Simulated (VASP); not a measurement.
```
HgTe
1.0
    0.00000     3.29010     3.29010
    3.29010     0.00000     3.29010
    3.29010     3.29010     0.00000
Hg Te
1 1
Direct
  0.00000   0.00000   0.00000
  0.25000   0.25000   0.25000
```

The numbers are results of revTPSS meta-GGA, VASP's PBE PAW potentials (set 64) (plane waves; VASP), not measurements. Run with 520 eV cut-off, 11×11×11 Γ-centred mesh, tetrahedra with Blöchl corrections, potentials Hg Te.

Unless said otherwise, spin-orbit coupling is left out, though it shifts the bands of the heavy elements here.

Problem. Estimate the energy per atom (σ→0), band gap (over mesh and band path) with the smallest direct gap where there is one.

Solution. 
```yaml
band gap (over mesh and band path): none (metal, semimetal or under 0.01 eV)
energy per atom (σ→0): 2812.4 kJ/mol of atoms
```

Total energies compare only between runs with the same potentials, cut-off and functional.

The compound is HgTe in the zinc blende structure. It was relaxed first, which changed the volume by +6 %.
